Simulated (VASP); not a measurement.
Cd:

```xyz
2
Lattice="2.9585 0.0000 0.0000 -1.4792 2.5621 0.0000 0.0000 0.0000 5.8859" Properties=species:S:1:pos:R:3 pbc="T T T"
Cd    0.0000    1.7081    1.4715
Cd    1.4792    0.8540    4.4144
```

```yaml
Program: VASP 6.6.1
Task: relaxation of cell and atoms
Functional: PBEsol
Potentials_or_basis: VASP PAW PBE potentials, release 64 (Cd)
Cutoff: 480 eV
k_mesh: 18 × 18 × 8
Occupations: gaussian, width 0.1 eV
Spin: no spin polarisation
```

At the start: pressure -2.0 GPa; volume 22.31 Å³/atom.

How do energy, volume and symmetry change on relaxing?

Over 10 steps the energy falls by 9.9 meV/atom and the volume is 21.17 Å³/atom (-5.1 %); space group P6_3/mmc (No. 194, to 0.05 Å).

The path:
```
step  energy change (eV)  largest force (eV/Å)  pressure (GPa)  volume (Å³)
   1              0.0000                0.0000           -2.03        44.62
   2             -0.0135                0.0000            0.14        42.81
   3             -0.0136                0.0000            0.23        42.71
   4             -0.0181                0.0000            0.16        42.53
   5             -0.0195                0.0000            0.11        42.37
   6             -0.0197                0.0000            0.10        42.32
   7             -0.0197                0.0000            0.12        42.28
   8             -0.0197                0.0000            0.12        42.27
   9             -0.0197                0.0000           -0.10        42.40
  10             -0.0197                0.0000           -0.02        42.33
```

Final structure:
```
Cd
1.0
     2.95166    0.00000    0.00000
    -1.47583    2.55621    0.00000
     0.00000    0.00000    5.61068
Cd
2
Direct
  0.33333 0.66667 0.25000
  0.66667 0.33333 0.75000
```

Caveat: the PAW data sets were made with another functional, which shifts forces and pressure a little.
